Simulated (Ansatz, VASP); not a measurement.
**Si5C91 (amorphous film on crystalline C with 5 % Si on C sites, (111)): VASP beside Ansatz**

Wanted: the spread between two codes on one cell, functional and k mesh. The cell is taken from a series of runs on this material, whose earlier steps may have relaxed, scaled, displaced or heated it; both programs get it as it stands.

Method: plane waves, with VASP 6.6.1 beside it; single point at PBE, in Ansatz 0.2.0.

### Step 1. The structure

The cell holds 192 atoms: 182 C and 10 Si. Cell: a = 10.086 Å, b = 8.735 Å, c = 24.600 Å, α = 90.0°, β = 90.0°, γ = 90.0°. It derives from C (diamond C). As first built, before any earlier steps moved the atoms (in the runner's words): A 2 x 1 x 2 block of diamond C (a = 3.566 A), 5 % of C replaced at random by Si with its (111) planes normal to z; the lower 50 % held fixed, the rest melted at 8000 K for 10 ps and cooled to 500 K at 200 K/ps with the Tersoff potential (Tersoff, Phys. Rev. B 39, 5566 (1989)); then all atoms free for 10 ps at 500 K, under. Minimised at fixed cell. . Vacuum lies along c.

### Step 2. Ansatz: single point, PBE

Ansatz runs on its default PAW (the set named soft_2) files.

With cell and atoms fixed, the geometry can't cause a difference; cores, projectors, grids and the points listed under the comparison can.

input.yaml reads:

```yaml
crystal:
  lattice:
    - [10.08617, 0.0, 0.0]
    - [0.0, 8.73488, 0.0]
    - [0.0, 0.0, 24.60005]
  atoms:
    - { symbol: C, position: [0.12201, 0.9451, 0.02213] }
    - { symbol: Si, position: [0.01077, 0.01713, 0.07997] }
    - { symbol: C, position: [0.39269, 0.93241, 0.12572] }
    - { symbol: C, position: [0.39567, 0.94804, 0.18562] }
    - { symbol: C, position: [0.13846, 0.93409, 0.12526] }
    - { symbol: C, position: [0.11727, 0.9441, 0.18441] }
    - { symbol: C, position: [0.00927, 0.21099, 0.10539] }
    - { symbol: C, position: [0.00227, 0.17441, 0.17482] }
    - { symbol: C, position: [0.17107, 0.47774, 0.03794] }
    - { symbol: C, position: [0.24815, 0.53188, 0.09409] }
    - { symbol: C, position: [0.14259, 0.44146, 0.12415] }
    - { symbol: C, position: [0.14669, 0.44252, 0.1843] }
    - { symbol: Si, position: [0.43573, 0.48375, 0.11113] }
    - { symbol: C, position: [0.38876, 0.43798, 0.18907] }
    - { symbol: C, position: [0.24942, 0.68516, 0.1227] }
    - { symbol: C, position: [0.25523, 0.66963, 0.18514] }
    - { symbol: C, position: [0.25983, 0.18106, 0.12211] }
    - { symbol: C, position: [0.25769, 0.18797, 0.18415] }
    - { symbol: C, position: [0.12831, 0.10629, 0.20402] }
    - { symbol: C, position: [0.12698, 0.1053, 0.27066] }
    - { symbol: C, position: [0.38533, 0.11187, 0.20345] }
    - { symbol: Si, position: [0.38159, 0.11142, 0.27761] }
    - { symbol: C, position: [0.26284, 0.35563, 0.20561] }
    - { symbol: C, position: [0.24999, 0.36251, 0.27096] }
    - { symbol: C, position: [0.0046, 0.68735, 0.12227] }
    - { symbol: C, position: [0.00206, 0.68883, 0.1859] }
    - { symbol: C, position: [0.38045, 0.59964, 0.20874] }
    - { symbol: C, position: [0.37686, 0.60504, 0.27588] }
    - { symbol: C, position: [0.12874, 0.60284, 0.20767] }
    - { symbol: C, position: [0.12559, 0.60495, 0.27371] }
[... 156 atom lines left out ...]
    - { symbol: C, position: [0.63199, 0.7643, 0.41376] }
    - { symbol: C, position: [0.13214, 0.25501, 0.47816] }
    - { symbol: C, position: [0.87953, 0.7789, 0.41109] }
    - { symbol: C, position: [0.17511, 0.72293, 0.65258] }
    - { symbol: C, position: [0.7549, 0.01999, 0.40997] }
    - { symbol: C, position: [0.51929, 0.73616, 0.57225] }
kpoints:
  mp_grid: { grid: [1, 2, 1] }
hamiltonian:
  xc: pbe
scf:
  occupations: { method: fermi_dirac, width: 0.05 }
output:
  forces: true
  eigenvalues: true
```

Command:

```bash
ansatz run input.yaml --threads 4 --pin off --max-ram 15872MiB --backend cpu --events-out ev --progress --plain --runs-dir out
```

Numbers of over 12 decimals in the logs are rounded to 6 here.

The log of the run:

```text
Engine: ansatz 0.2.0, aarch64-unknown-linux-gnu
Pseudopotentials: kind: paw
Pseudopotential: C, paw, valence charge 4, recommended cutoff 420 eV (normal), C.paw.azcp
Pseudopotential: Si, paw, valence charge 4, recommended cutoff 420 eV (normal), Si.paw.azcp
Functional definition: PBE
  parameter kappa = 0.804
  parameter beta = 0.066725
  exchange = pbe_x(kappa = kappa, mu = beta*pi^2/3)
  correlation = pbe_c(beta = beta)
Crystal: 192 atoms, lattice volume = 2167.301 Å³
Basis set: ecut = 420 eV, 42395 PW (Γ), exchange–correlation on 144×120×360 points (8 copies of the dense FFT grid, shifted against one another)
Bands: 576, of which v1, the nominal top of the filled ones, is band 384 counted from 1 (383 counted from 0)
Symmetry: 1 space group operations
Space group: P1 (ITA 1), of the structure as read, at distance tolerance 1.3e-4 Å
k-points: 2
Non-local potential: C, projectors of the file, l = 0: 2, l = 1: 2, l = 2: 1
Non-local potential: Si, projectors of the file, l = 0: 2, l = 1: 2, l = 2: 2
PAW form: soft (Blöchl's): semilocal exchange-correlation on the pseudo side does not see the compensation charge
PAW one-centre angular grid: C, 110 points (default); XC on 64 Gauss nodes
PAW one-centre angular grid: Si, 110 points (default); XC on 64 Gauss nodes
Initial density: superposition of atomic densities (neutral atoms: chi_scale 0, normalization atom), corrected by the library's trained network
Initial wavefunctions: pseudopotential atomic-orbital guess
Functional: x = pbe(κ = 0.804, μ = 0.219515), c = pbe(β = 0.066725)
SCF iter   1: F=—  HF=-51783.200657 eV  |F-HF|=—  |Δ(HF+E_count)|=         —  Δρ=1.56e-2  dr2=2.47e1  ethr=1.77e-3  ⟨swp⟩=7.0  Hψ=5917  notcnv=0  defer=234
preconditioner: auto → LDOS  [metal: Δε(μ)=0.041 eV  Ē_g=13.026 eV  σ=0.050 eV  W_gap=0.20  n_scr=452 (ndim 8)  ℏωp=22.1 eV  f_vac=0.257  D(μ)=32.09/eV (n_scr^D=172)  β→1.0]
SCF iter   2: F=—  HF=-51784.062111 eV  |F-HF|=—  |Δ(HF+E_count)|=   8.61e-1  Δρ=1.95e-2  dr2=4.39e1  ethr=1.77e-3  ⟨swp⟩=2.5  Hψ=1747  notcnv=0  defer=322
SCF iter   3: F=—  HF=-51781.425042 eV  |F-HF|=—  |Δ(HF+E_count)|=    2.64e0  Δρ=3.88e-3  dr2=8.59e-1  ethr=1.77e-3  ⟨swp⟩=3.0  Hψ=2645  notcnv=0  defer=319
SCF iter   4: F=—  HF=-51781.368192 eV  |F-HF|=—  |Δ(HF+E_count)|=   5.69e-2  Δρ=2.11e-3  dr2=2.50e-1  ethr=1.12e-4  ⟨swp⟩=2.5  Hψ=1409  notcnv=0  defer=320
SCF iter   5: F=—  HF=-51781.356618 eV  |F-HF|=—  |Δ(HF+E_count)|=   1.16e-2  Δρ=1.40e-3  dr2=1.04e-1  ethr=3.26e-5  ⟨swp⟩=2.0  Hψ=1335  notcnv=0  defer=320
SCF iter   6: F=—  HF=-51781.349759 eV  |F-HF|=—  |Δ(HF+E_count)|=   6.86e-3  Δρ=8.77e-4  dr2=3.78e-2  ethr=1.36e-5  ⟨swp⟩=2.0  Hψ=1515  notcnv=0  defer=320
SCF iter   7: F=—  HF=-51781.348091 eV  |F-HF|=—  |Δ(HF+E_count)|=   1.67e-3  Δρ=5.53e-4  dr2=1.17e-2  ethr=4.92e-6  ⟨swp⟩=2.0  Hψ=1509  notcnv=0  defer=320
SCF iter   8: F=—  HF=-51781.347429 eV  |F-HF|=—  |Δ(HF+E_count)|=   6.62e-4  Δρ=2.92e-4  dr2=3.14e-3  ethr=1.52e-6  ⟨swp⟩=2.0  Hψ=1426  notcnv=0  defer=320
SCF iter   9: F=—  HF=-51781.347276 eV  |F-HF|=—  |Δ(HF+E_count)|=   1.53e-4  Δρ=1.47e-4  dr2=9.19e-4  ethr=4.09e-7  ⟨swp⟩=3.0  Hψ=1397  notcnv=0  defer=320
SCF iter  10: F=—  HF=-51781.347285 eV  |F-HF|=—  |Δ(HF+E_count)|=   8.93e-6  Δρ=8.50e-5  dr2=3.35e-4  ethr=1.20e-7  ⟨swp⟩=2.5  Hψ=1476  notcnv=0  defer=320
SCF iter  11: F=—  HF=-51781.347251 eV  |F-HF|=—  |Δ(HF+E_count)|=   3.43e-5  Δρ=4.24e-5  dr2=8.24e-5  ethr=4.36e-8  ⟨swp⟩=2.0  Hψ=1321  notcnv=0  defer=320
SCF iter  12: F=—  HF=-51781.347017 eV  |F-HF|=—  |Δ(HF+E_count)|=   2.33e-4  Δρ=1.98e-5  dr2=1.56e-5  ethr=1.07e-8  ⟨swp⟩=2.0  Hψ=1463  notcnv=0  defer=320
SCF iter  13: F=—  HF=-51781.347017 eV  |F-HF|=—  |Δ(HF+E_count)|=   6.05e-7  Δρ=1.11e-5  dr2=4.60e-6  ethr=2.03e-9  ⟨swp⟩=2.0  Hψ=1478  notcnv=0  defer=320
SCF iter  14: F=—  HF=-51781.347016 eV  |F-HF|=—  |Δ(HF+E_count)|=   3.84e-7  Δρ=5.73e-6  dr2=1.08e-6  ethr=5.98e-10  ⟨swp⟩=2.0  Hψ=1324  notcnv=0  defer=320
SCF iter  15: F=—  HF=-51781.347016 eV  |F-HF|=—  |Δ(HF+E_count)|=   8.59e-8  Δρ=2.80e-6  dr2=2.50e-7  ethr=1.41e-10  ⟨swp⟩=2.0  Hψ=1435  notcnv=0  defer=320
SCF iter  16: F=—  HF=-51781.347016 eV  |F-HF|=—  |Δ(HF+E_count)|=   6.45e-9  Δρ=1.73e-6  dr2=1.03e-7  ethr=1.30e-11  ⟨swp⟩=25.0  Hψ=8400  notcnv=0
SCF iter  17: F=-51781.347016 eV  HF=-51781.347016 eV  |F-HF|=3.01e-8  |Δ(HF+E_count)|=   5.50e-9  Δρ=1.05e-6  dr2=3.84e-8  ethr=1.30e-11  ⟨swp⟩=4.0  Hψ=3201  notcnv=0
SCF 1 converged in 17 iterations: F = -51781.347016 eV  dr2 = 3.84e-8
  greatest PAW one-centre occupation: 0.781 electrons in one spin orbital (limit 2), on the C atom at site 104 (counted from 0), in its partial waves of l = 0
SCF converged after 17 iterations
Free energy (F): -51781.347016 eV
Harris-Foulkes:  -51781.347016 eV  (|F-HF|=3.01e-8)
Internal energy: -51780.991758 eV  (E = F + TS)
E sigma→0 (E₀):  -51781.169387 eV
Entropy (-TS):   -0.355258 eV (-1.850 meV/atom)
[...]
k-point 1: bands = [... 380 lower, 4.5684, 4.6063, 4.7066, 4.7802, 4.7822, 4.8768, 4.9191, 4.9354, ... 188 higher]
```

Reading the cycles: dr2 is the Hartree energy of the density residual (eV), the measure of convergence; HF is the Harris–Foulkes estimate of the energy, which meets the free energy F at convergence.

### Step 3. VASP: single point, PBE

The same cell, functional, mesh and smearing now go to VASP, with its own data sets.

Lines of VASP's logs that name or quote its potential files are left out, and so is its time.

INCAR reads:

```
SYSTEM = Si5C91
PREC = Accurate
ENCUT = 520
EDIFF = 1E-06
NELM = 120
ISMEAR = -1
SIGMA = 0.05
LREAL = Auto
ALGO = Normal
GGA = PE
NBANDS = 518
LORBIT = 11
LWAVE = .FALSE.
LCHARG = .FALSE.
ISIF = 2
LASPH = .TRUE.
GGA_COMPAT = .FALSE.
```

POSCAR reads:

```
Si5C91
1.0
   10.0861700000      0.0000000000      0.0000000000
    0.0000000000      8.7348800000      0.0000000000
    0.0000000000      0.0000000000     24.6000500000
C Si
182 10
Direct
    0.1220100000      0.9451000000      0.0221300000
    0.3926900000      0.9324100000      0.1257200000
    0.3956700000      0.9480400000      0.1856200000
    0.1384600000      0.9340900000      0.1252600000
    0.1172700000      0.9441000000      0.1844100000
    0.0092700000      0.2109900000      0.1053900000
    0.0022700000      0.1744100000      0.1748200000
    0.1710700000      0.4777400000      0.0379400000
    0.2481500000      0.5318800000      0.0940900000
    0.1425900000      0.4414600000      0.1241500000
    0.1466900000      0.4425200000      0.1843000000
    0.3887600000      0.4379800000      0.1890700000
    0.2494200000      0.6851600000      0.1227000000
    0.2552300000      0.6696300000      0.1851400000
    0.2598300000      0.1810600000      0.1221100000
    0.2576900000      0.1879700000      0.1841500000
    0.1283100000      0.1062900000      0.2040200000
    0.1269800000      0.1053000000      0.2706600000
    0.3853300000      0.1118700000      0.2034500000
    0.2628400000      0.3556300000      0.2056100000
    0.2499900000      0.3625100000      0.2709600000
    0.0046000000      0.6873500000      0.1222700000
    0.0020600000      0.6888300000      0.1859000000
    0.3804500000      0.5996400000      0.2087400000
    0.3768600000      0.6050400000      0.2758800000
    0.1287400000      0.6028400000      0.2076700000
    0.1255900000      0.6049500000      0.2737100000
    0.9991300000      0.8560600000      0.2053600000
    0.0040500000      0.8571900000      0.2685600000
    0.0075000000      0.3545900000      0.2789100000
[... 156 atom lines left out ...]
    0.2566800000      0.8541600000      0.2105900000
    0.5839300000      0.4971100000      0.9012600000
    0.4574100000      0.7753600000      0.9874500000
    0.6059200000      0.5334000000      0.0074300000
    0.7299800000      0.0034000000      0.0792100000
    0.6369400000      0.2651600000      0.4285000000
```

KPOINTS reads:

```
Automatic mesh
0
Gamma
1 2 1
0 0 0
```

The projector-augmented-wave data sets are C and Si (PBE family, release 64).

Command:

```bash
export OMP_NUM_THREADS=3
mpirun -np 1 vasp_std
```

The log of the run:

```text
[banner, memory and clock lines left out]
running    1 mpi-ranks, on    1 nodes
[...]
Offloading initialized ...    1 GPUs detected
[...]
LDA part: xc-table for (Slater+PW92), standard interpolation
 POSCAR, INCAR and KPOINTS ok, starting setup
[...]
entering main loop
       N       E                     dE             d eps       ncg     rms          rms(c)
DAV:   1     0.392480850494E+04    0.39248E+04   -0.37076E+05  2072   0.135E+03
DAV:   2    -0.108378847848E+04   -0.50086E+04   -0.47048E+04  2560   0.294E+02
DAV:   3    -0.155012463774E+04   -0.46634E+03   -0.45276E+03  2448   0.857E+01
DAV:   4    -0.157007426062E+04   -0.19950E+02   -0.19770E+02  2768   0.180E+01
[...]
DAV:  30    -0.148561839406E+04   -0.60777E-05   -0.68888E-07  1680   0.100E-03    0.116E-03
DAV:  31    -0.148561839698E+04   -0.29180E-05   -0.41794E-07  1632   0.688E-04    0.861E-04
DAV:  32    -0.148561839797E+04   -0.98988E-06   -0.18111E-07  1568   0.482E-04
   1 F= -.14856184E+04 E0= -.14854404E+04  d E =-.356074E+00
```

OUTCAR, selected parts (step 3):

```text
  FREE ENERGIE OF THE ION-ELECTRON SYSTEM (eV)
  ---------------------------------------------------
  free  energy   TOTEN  =     -1485.6183979689 eV

  energy  without entropy=    -1485.2623244365  energy(sigma->0) =    -1485.44036120
```

### Step 4. Differences

Known differences besides the potentials themselves: the cutoff is 420 eV in Ansatz and 520 eV in VASP (PREC = Accurate, projectors in real space). Total energies have different zeros and are not compared.

Forces on 10 of the 192 atoms, those with the largest forces and the largest differences (eV/Å; atoms numbered as in POSCAR):

```tsv
atom	Ansatz x, y, z	VASP x, y, z
C1	0.066, -0.025, 0.179	-0.025, 0.031, 0.128
C37	-0.098, -0.021, 2.938	-0.102, -0.024, 2.941
C38	0.006, -0.008, -0.035	-0.024, -0.107, -0.035
C42	-0.028, 0.038, -0.034	0.018, 0.110, -0.032
C104	1.786, -1.082, -3.094	1.771, -1.081, -3.081
C117	-0.251, -0.004, -3.911	-0.249, -0.024, -3.905
C122	-1.443, 2.299, 1.256	-1.436, 2.286, 1.219
C160	0.642, 0.937, -2.969	0.650, 0.955, -2.947
C178	-0.704, 0.690, -2.428	-0.719, 0.678, -2.419
Si185	0.091, 0.510, 2.630	0.091, 0.508, 2.640
```

The forces differ by 18 meV/Å r.m.s., which is 3.0 % of the r.m.s. force of 0.601 eV/Å (both taken over all components). With vacuum in the cell, a pressure given here is an average over mostly empty space and none of the material.

### Step 5. Results

```yaml
r_m_s_force_difference_single_point_pbe: 3.0 % of the r.m.s. force
```

In words: The r.m.s. force difference is 3.0 % of the r.m.s. force (single point, PBE), at about the 3 % picked in this series as the mark of a large difference. What causes the difference of the single point, PBE pair stays open here. How closely two codes agree says nothing of how well the functional describes the real material.

[Lines on the potential files, build, host, timing and source positions are cut from VASP's logs without a mark.]

[Logs are printed without paths, hosts, clocks, repeated set-up lines and the standing remarks that a program may print on its own settings, such as how far it seeks lower states.]

[Hosts, paths, dates, database ids (printed as entryN), source tags and the programs' standing remarks are cut or masked in the printed files.]
